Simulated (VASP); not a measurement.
Consider the following.

```
AlN
1.0
    0.00000     2.10429     2.10429
    2.10429     0.00000     2.10429
    2.10429     2.10429     0.00000
Al N
1 1
Direct
  0.00000   0.00000   0.00000
  0.25000   0.25000   0.25000
```

Method: PBEsol GGA, VASP's PBE PAW potentials (set 64) (plane waves; VASP). Run with 620 eV cut-off, 11×11×11 Γ-centred mesh, Gaussian smearing of 0.050 eV, potentials Al N.

Task: What does the run give for the energy per atom (σ→0), pressure?

Result: 
The energy per atom (σ→0) is -7.707 eV/atom and the pressure is 29.86 GPa.

Total energies compare only between runs with the same potentials, cut-off and functional.

The structure was generated: AlN was put into the zinc blende type (F-43m), which need not be its known phase. It was relaxed first under an external pressure of 30 GPa.
